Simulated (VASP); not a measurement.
# YRe3 (Im-3m) in VASP: a series of runs

One crystal, YRe3, is run at these levels: PBE, PBEsol; tasks: relaxation of cell and atoms.

Program: VASP 6.6.1. These are calculated values, not measurements. Logs are shortened: lines on timing, memory, paths and dates and some standing lists are left out, and cuts for length are marked.

**1. Starting point**

Symmetry: Im-3m, No. 229, cubic system. The conventional cell has a = 5.615 Å, b = 5.615 Å, c = 5.615 Å, α = 90.00°, β = 90.00°, γ = 90.00°. Y (site symmetry m-3m) is surrounded by 6 Re at 2.81 Å. Around Re (site symmetry 4/mmm) lie 2 Y at 2.81 Å and 4 Re at 2.81 Å.

The cell was built by a generator and needn't be a form met in nature.

**2. Relaxation of cell and atoms, PBE**

Input file INCAR:

```
SYSTEM = YRe3
ALGO = Normal ; EDIFF = 1E-6
EDIFFG = -0.01 ; ENCUT = 600
GGA = PE ; IBRION = 2
ISIF = 3 ; ISMEAR = 1
LASPH = .True. ; LCHARG = .False.
LREAL = .False. ; LWAVE = .False.
NELM = 100 ; NSW = 40
PREC = Accurate ; SIGMA = 0.1
```

Input file KPOINTS:

```
k-points
0
Gamma
  7 7 7
  0 0 0
```

Input file POSCAR:

```
YRe3
1.0
   -2.8073924000      2.8073924000      2.8073924000
    2.8073924000     -2.8073924000      2.8073924000
    2.8073924000      2.8073924000     -2.8073924000
Y Re
1 3
Direct
    0.0000000000      0.0000000000      0.0000000000
    0.0000000000      0.5000000000      0.5000000000
    0.5000000000      0.0000000000      0.5000000000
    0.5000000000      0.5000000000      0.0000000000
```

Potentials or basis: VASP PAW PBE potentials, release 64 (Y_sv, Re).

On the command line:

```console
$ cat potpaw_PBE.64/Y_sv/POTCAR potpaw_PBE.64/Re/POTCAR > POTCAR
$ mpirun -np 1 vasp_std > vasp.out
```

OUTCAR:

```text
SYSTEM = YRe3
   EDIFF = 1E-6
   EDIFFG = -0.01
   ENCUT = 600
   GGA = PE
   IBRION = 2
   ISIF = 3
   ISMEAR = 1
   LASPH = .True.
   LREAL = .False.
   NELM = 100
   NSW = 40
   PREC = Accurate

 ion  position               nearest neighbor table
   1  0.000  0.000  0.000-   2 2.81   3 2.81   4 2.81   2 2.81   3 2.81   4 2.81
   2  0.000  0.500  0.500-   1 2.81   3 2.81   4 2.81   1 2.81   4 2.81   3 2.81
   3  0.500  0.000  0.500-   1 2.81   2 2.81   4 2.81   4 2.81   1 2.81   2 2.81
   4  0.500  0.500  0.000-   1 2.81   2 2.81   3 2.81   3 2.81   2 2.81   1 2.81

  LATTYP: Found a body centered cubic cell.
 ALAT       =     5.6147848000

  Lattice vectors:

 A1 = (  -2.8073924000,   2.8073924000,   2.8073924000)
 A2 = (   2.8073924000,  -2.8073924000,   2.8073924000)
 A3 = (   2.8073924000,   2.8073924000,  -2.8073924000)

Analysis of symmetry for initial positions (statically):
=====================================================================
 Subroutine PRICEL returns:
 Original cell was already a primitive cell.

 Routine SETGRP: Setting up the symmetry group for a
 body centered cubic supercell.

 Subroutine GETGRP returns: Found 48 space group operations
 (whereof 48 operations were pure point group operations)
 out of a pool of 48 trial point group operations.

The static configuration has the point symmetry O_h .

Analysis of symmetry for dynamics (positions and initial velocities):
=====================================================================
 Subroutine PRICEL returns:
 Original cell was already a primitive cell.

 Routine SETGRP: Setting up the symmetry group for a
 body centered cubic supercell.

 Subroutine GETGRP returns: Found 48 space group operations
 (whereof 48 operations were pure point group operations)
 out of a pool of 48 trial point group operations.

The dynamic configuration has the point symmetry O_h .

 Subroutine INISYM returns: Found 48 space group operations
 (whereof 48 operations are pure point group operations),
 and found     1 'primitive' translations

----------------------------------------------------------------------------------------

                                     Primitive cell

  volume of cell :      88.5053

  direct lattice vectors                    reciprocal lattice vectors
    -2.807392400  2.807392400  2.807392400     0.000000000  0.178101216  0.178101216
     2.807392400 -2.807392400  2.807392400     0.178101216  0.000000000  0.178101216
     2.807392400  2.807392400 -2.807392400     0.178101216  0.178101216  0.000000000

  length of vectors
     4.862546274  4.862546274  4.862546274     0.251873155  0.251873155  0.251873155

  position of ions in fractional coordinates (direct lattice)
     0.000000000  0.000000000  0.000000000
     0.000000000  0.500000000  0.500000000
     0.500000000  0.000000000  0.500000000
     0.500000000  0.500000000  0.000000000

  ion indices of the primitive-cell ions
   primitive index   ion index
                 1           1
                 2           2
                 3           3
                 4           4

----------------------------------------------------------------------------------------

 KPOINTS: k-points

Automatic generation of k-mesh.
 Grid dimensions read from file:
 generate k-points for:    7    7    7

 Generating k-lattice:

  Cartesian coordinates                     Fractional coordinates (reciprocal lattice)
     0.000000000  0.025443031  0.025443031     0.142857143  0.000000000  0.000000000
     0.025443031  0.000000000  0.025443031     0.000000000  0.142857143  0.000000000
     0.025443031  0.025443031  0.000000000     0.000000000  0.000000000  0.142857143

  Length of vectors
     0.035981879  0.035981879  0.035981879

  Shift w.r.t. Gamma in fractional coordinates (k-lattice)
     0.000000000  0.000000000  0.000000000

 Subroutine IBZKPT returns following result:
 ===========================================

 Found     20 irreducible k-points:

 Following reciprocal coordinates:
            Coordinates               Weight
  0.000000  0.000000  0.000000      1.000000
  0.142857  0.000000  0.000000     12.000000
  0.285714  0.000000  0.000000     12.000000
  0.428571  0.000000  0.000000     12.000000
  0.142857  0.142857  0.000000     24.000000
  0.285714  0.142857 -0.000000     48.000000
[... 12 lines left out ...]
 -0.428571 -0.428571  0.285714      8.000000
 -0.428571  0.428571  0.428571      6.000000
   k-points           NKPTS =     20   k-points in BZ     NKDIM =     20   number of bands    NBANDS=     20
   number of dos      NEDOS =    301   number of ions     NIONS =      4
   total plane-waves  NPLWV =  64000
   dimension x,y,z NGX =    40 NGY =   40 NGZ =   40
   dimension x,y,z NGXF=    80 NGYF=   80 NGZF=   80
   ions per type =               1   3
   NGX,Y,Z   is equivalent  to a cutoff of  13.68, 13.68, 13.68 a.u.
   NGXF,Y,Z  is equivalent  to a cutoff of  27.35, 27.35, 27.35 a.u.
 SYSTEM =  YRe3
   PREC   = accura    normal or accurate (medium, high low for compatibility)
   ISTART =      0    job   : 0-new  1-cont  2-samecut
   ICHARG =      2    charge: 1-file 2-atom 10-const
   ISPIN  =      1    spin polarized calculation?
   LNONCOLLINEAR =      F non collinear calculations
   LSORBIT =      F    spin-orbit coupling
   LASPH  =      T    aspherical Exc in radial PAW
   ENCUT  =  600.0 eV  44.10 Ry    6.64 a.u.   9.71  9.71  9.71*2*pi/ulx,y,z
   NELM   =    100;   NELMIN=  2; NELMDL= -5     # of ELM steps
   EDIFF  = 0.1E-05   stopping-criterion for ELM
   LREAL  =      F    real-space projection
   EDIFFG = -.1E-01   stopping-criterion for IOM
   NSW    =     40    number of steps for IOM
   IBRION =      2    ionic relax: 0-MD 1-quasi-New 2-CG
   NFREE  =      1    steps in history (QN), initial steepest desc. (CG)
   ISIF   =      3    stress and relaxation
   ISYM   =      2    0-nonsym 1-usesym 2-fastsym
   POTIM  = 0.5000    time-step for ionic-motion
   TEBEG  =    0.0;   TEEND  =   0.0 temperature during run
   PSTRESS=    0.0 pullay stress
   NELECT =      32.0000    total number of electrons
   NUPDOWN=      -1.0000    fix difference up-down
   EMIN   =  10.00;   EMAX   =-10.00  energy-range for DOS
   EFERMI =   0.00;   METHOD = LEGACY
   ISMEAR =     1;   SIGMA  =   0.10  broadening in eV -4-tet -1-fermi 0-gaus
   EFERMI_NEDOS =   21; number of points for ismear=-14 and -15
   IALGO  =     38    algorithm
   IMIX   =      4    mixing-type and parameters
     AMIX     =   0.40;   BMIX     =  1.00
     AMIX_MAG =   1.60;   BMIX_MAG =  1.00
  volume/ion in A,a.u.               =      22.13       149.32
  Fermi-wavevector in a.u.,A,eV,Ry     =   1.166277  2.203944 18.506672  1.360202
  Thomas-Fermi vector in A             =   2.302792
   LORBIT       =      0    0 simple, 1 ext, 2 COOP (PROOUT), +10 PAW based schemes
   GGA     = PE    functional components
   LHFCALC =     F    Hartree Fock is set to
   AEXX    =    0.0000 exact exchange contribution
   IVDW    =     0    specifies the selected vdW correction
   LEPSILON=     F    determine dielectric tensor
   LRPA    =     F    only Hartree local field effects (RPA)
 conjugate gradient relaxation of ions
 non-spin polarized calculation
 Methfessel and Paxton  Order N= 1 SIGMA  =   0.10
  energy-cutoff  :      600.00
  volume of cell :       88.51
 maximum number of plane-waves:      2970
   NGX = 19   NGY = 19   NGZ = 19

--------------------------------------- Ionic step        1  -------------------------------------------

 number of electron      31.9999999 magnetization

 Free energy of the ion-electron system (eV)
  ---------------------------------------------------
  ext. energy  EPLUGINS =         0.00000000
  ---------------------------------------------------
  free energy    TOTEN  =       -37.63790887 eV

  energy without entropy =      -37.63348708  energy(sigma->0) =      -37.63643494

------------------------ aborting loop because EDIFF is reached ----------------------------------------

  FORCE on cell =-STRESS in cart. coord.  units (eV):
  Direction    XX          YY          ZZ          XY          YZ          ZX
  --------------------------------------------------------------------------------------
  -------------------------------------------------------------------------------------
  Total       -9.0976743     -9.0976743     -9.0976743     -0.0000000      0.0000000     -0.0000000
  in kB     -164.6916640   -164.6916640   -164.6916640     -0.0000000      0.0000000     -0.0000000
  external PRESSURE =    -164.6916640 kB  Pullay stress =       0.0000000 kB

 VOLUME and BASIS-vectors are now :
 -----------------------------------------------------------------------------
  energy-cutoff  :      600.00
  volume of cell :       88.51
      direct lattice vectors                 reciprocal lattice vectors
    -2.807392400  2.807392400  2.807392400     0.000000000  0.178101216  0.178101216
     2.807392400 -2.807392400  2.807392400     0.178101216  0.000000000  0.178101216
     2.807392400  2.807392400 -2.807392400     0.178101216  0.178101216  0.000000000
[... 191 lines left out ...]
 POSITION                                       TOTAL-FORCE (eV/Angst)
 -----------------------------------------------------------------------------------
      2.68370      2.68370     -2.68370         0.000000      0.000000     -0.000000
      2.68370      0.00000      0.00000        -0.000000     -0.000000      0.000000
      2.68370      0.00000      2.68370        -0.000000     -0.000000      0.000000
      0.00000      0.00000      2.68370         0.000000      0.000000     -0.000000
 -----------------------------------------------------------------------------------
    total drift:                               -0.000000      0.000000      0.000000

  FREE ENERGIE OF THE ION-ELECTRON SYSTEM (eV)
  ---------------------------------------------------
  free  energy   TOTEN  =       -38.2962935627 eV

  energy  without entropy=      -38.2944193574  energy(sigma->0) =      -38.29566883

--------------------------------------- Ionic step        7  -------------------------------------------

 number of electron      32.0000001 magnetization

 Free energy of the ion-electron system (eV)
  ---------------------------------------------------
  ext. energy  EPLUGINS =         0.00000000
  ---------------------------------------------------
  free energy    TOTEN  =       -38.29635572 eV

  energy without entropy =      -38.29447713  energy(sigma->0) =      -38.29572952

 E-fermi :   5.0634     XC(G=0): -11.9790

 val. band max:        5.0532365002   @ k =   0.4286   0.0000   0.0000
 cond. band min:       5.0860713967   @ k =   0.4286   0.1429   0.0000
 fundamental gap:      0.0328348964
 Fermi energy:         5.0633660778

 k-point     1 :       0.0000    0.0000    0.0000
  band No.  band energies     occupation
      1     -35.7368      2.00000
      2     -15.9210      2.00000
      3     -15.9210      2.00000
      4     -15.9210      2.00000
      5      -2.2614      2.00000
      6       0.3874      2.00000
[... 12 lines left out ...]
     19       7.1526      0.00000
     20       9.3563      0.00000
[... 457 lines left out ...]
 POSITION                                       TOTAL-FORCE (eV/Angst)
 -----------------------------------------------------------------------------------
      0.00000     -0.00000      0.00000         0.000000     -0.000000      0.000000
      2.68254      0.00000      0.00000        -0.000000     -0.000000     -0.000000
      0.00000      2.68254      0.00000         0.000000     -0.000000     -0.000000
      0.00000      0.00000      2.68254        -0.000000      0.000000      0.000000
 -----------------------------------------------------------------------------------
    total drift:                               -0.000000     -0.000000      0.000000

  FREE ENERGIE OF THE ION-ELECTRON SYSTEM (eV)
  ---------------------------------------------------
  free  energy   TOTEN  =       -38.2963557212 eV

  energy  without entropy=      -38.2944771324  energy(sigma->0) =      -38.29572952

 reached required accuracy - stopping structural energy minimisation
```

Wall time 3.1 min (1 thread of Intel Xeon 6975P-C (Granite Rapids), shared host); peak memory 0.28 GiB.

What came out:

```
Free energy                            : -38.2964 eV
Relaxed volume                         : 19.30 Å³/atom
Relaxed cell                           : a = 4.646 Å, b = 4.646 Å, c = 4.646 Å, α = 109.47°, β = 109.47°, γ = 109.47°
Space group after relaxing (to 0.05 Å) : Im-3m (No. 229)
Energy gained by relaxing              : 164.6 meV/atom
Ionic steps                            : 7
Pressure after relaxing                : 0.0 GPa
Band gap on the k mesh                 : none (metal or under the smearing width)
```

Step by step:
```
step  energy change (eV)  largest force (eV/Å)  pressure (GPa)  volume (Å³)
   1              0.0000                0.0000          -16.47        88.51
   2              1.3938                0.0000           53.53        62.45
   3             -0.6559                0.0000           -1.31        77.85
   4             -0.6583                0.0000           -0.31        77.36
   5             -0.6584                0.0000            0.14        77.15
   6             -0.6584                0.0000           -0.19        77.31
   7             -0.6584                0.0000            0.00        77.21
```

Final structure:
```cif
data_structure
_symmetry_space_group_name_H-M 'P 1'
_symmetry_Int_Tables_number 1
_cell_length_a 4.6463
_cell_length_b 4.6463
_cell_length_c 4.6463
_cell_angle_alpha 109.471
_cell_angle_beta 109.471
_cell_angle_gamma 109.471
_cell_volume 77.21
loop_
_atom_site_label
_atom_site_type_symbol
_atom_site_fract_x
_atom_site_fract_y
_atom_site_fract_z
_atom_site_occupancy
Y1 Y 0.00000 0.00000 0.00000 1
Re1 Re 0.00000 0.50000 0.50000 1
Re2 Re 0.50000 0.00000 0.50000 1
Re3 Re 0.50000 0.50000 0.00000 1
```

Spin-orbit coupling is left out, which matters for the levels of Re.

(Part 1 of 2 ends here.)
